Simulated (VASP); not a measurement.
# GeCH₅Cl: harmonic vibrations of a molecule

GeCH₅Cl, molecule in box, 8 atoms in the cell. PBE, harmonic vibrations; PAW potentials C, Ge_d, Cl, H (PBE set).

## Input

INCAR.step1:
```
SYSTEM = GeH5CCl
PREC     = Accurate       ! precision mode
ENCUT    = 400            ! plane-wave cutoff, eV
EDIFF    = 1E-8           ! SCF threshold, eV
ISMEAR   = 0              ! smearing method
SIGMA    = 0.01           ! smearing width, eV
ISYM     = 0            
LREAL    = .False.        ! projectors in reciprocal space
LASPH    = .True.         ! aspherical terms in the spheres
NELM     = 100            ! most SCF steps
ALGO     = Normal         ! electronic algorithm
LWAVE    = .False.        ! write WAVECAR
LCHARG   = .False.        ! write CHGCAR
IBRION   = 2              ! ionic algorithm
NSW      = 60             ! ionic steps
ISIF     = 2              ! what is computed and relaxed
EDIFFG   = -0.002         ! ionic threshold
POTIM    = 0.5            ! step
```

INCAR.step2, as INCAR.step1 but for:
```
- IBRION = 2
- NSW = 60
- ISIF = 2
- EDIFFG = -0.002
- POTIM = 0.5
+ IBRION = 5
+ NFREE = 2
+ POTIM = 0.015
+ NSW = 1
```

KPOINTS:
```
k-points
0
Gamma
  1 1 1
```

POSCAR.step1:
```
GeH5CCl
1.0
   12.0000000000      0.0000000000      0.0000000000
    0.0000000000     13.0000000000      0.0000000000
    0.0000000000      0.0000000000     13.0000000000
C Ge Cl H
1 1 1 5
Direct
    0.4371625000      0.5763230800      0.4492230800
    0.5169958300      0.4532846200      0.4904230800
    0.6177208300      0.4926307700      0.6228230800
    0.4962291700      0.6368692300      0.4294615400
    0.3844458300      0.6027692300      0.5121692300
    0.3850291700      0.5598692300      0.3824076900
    0.5983791700      0.4150692300      0.4076230800
    0.4390291700      0.3663615400      0.5253923100
```

Commands (each step's output is kept before the next begins):
```
cat potpaw_PBE.64/C/POTCAR potpaw_PBE.64/Ge_d/POTCAR potpaw_PBE.64/Cl/POTCAR potpaw_PBE.64/H/POTCAR > POTCAR
cp INCAR.step1 INCAR
cp POSCAR.step1 POSCAR
mpirun -np 8 vasp_gam > vasp.out
cp CONTCAR POSCAR
cp INCAR.step2 INCAR
mpirun -np 8 vasp_gam > vasp.out
```

## Result

- Vibrations (cm⁻¹; a negative value is imaginary): 3092, 3078, 2992, 2089, 2077, 1415, 1407, 1223, 851, 844, 826, 691, 608, 586, 439, 384, 158, 120
- Zero-point energy (eV): 1.418
- Translations and rotations, which should read zero (cm⁻¹): -18, -12, -2, 1, 6, 11
- Vibrational entropy at 298 K (meV/K): 0.405
- Displaced cells: 48
- Ionic steps, all stages: 87
- Electronic steps, all stages: 1305

VASP 6.6.1 took 875 s on 8 cores (Intel Xeon Platinum 8559C (Emerald Rapids)), a shared host.
